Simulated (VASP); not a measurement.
## BeMg₃Te₄ (ordered alloy cell): computed properties

Method: PBEsol GGA, VASP's PBE PAW potentials (set 64) (plane waves; VASP).

| Item | Value |
|---|---|
| space group | P-43m (215) |
| cell | a = 6.2294 Å, b = 6.2294 Å, c = 6.2294 Å, α = 90.00°, β = 90.00°, γ = 90.00° |
| volume per atom | 30.22 Å³/atom |
| band gap (over mesh and band path) | 2.38 eV |
| smallest direct gap (over mesh and band path) | 2.38 eV |
| band-edge character | direct, Γ to Γ |
| density | 4.07 g/cm³ |

```cif
data_BeMg3Te4
_chemical_formula_sum 'Mg3 Te4 Be1'
_space_group_name_H-M_alt 'P-43m'
_space_group_IT_number 215
_space_group_name_Hall 'P -4 2 3'
_cell_length_a 6.22944
_cell_length_b 6.22944
_cell_length_c 6.22944
_cell_angle_alpha 90.000
_cell_angle_beta 90.000
_cell_angle_gamma 90.000
loop_
_atom_site_label
_atom_site_type_symbol
_atom_site_symmetry_multiplicity
_atom_site_Wyckoff_symbol
_atom_site_fract_x
_atom_site_fract_y
_atom_site_fract_z
_atom_site_occupancy
Mg1 Mg 3 d 0.00000 0.00000 0.50000 1
Te1 Te 4 e 0.72928 0.72928 0.72928 1
Be1 Be 1 b 0.50000 0.50000 0.50000 1
```

Unless said otherwise, spin-orbit coupling is left out, though it shifts the bands of the heavy elements here.

The structure was generated: BeMg3Te4 was put into an ordered model structure (P-43m), which need not be its known phase. It was relaxed first. Symmetry was kept, so distortions that lower it aren't found.
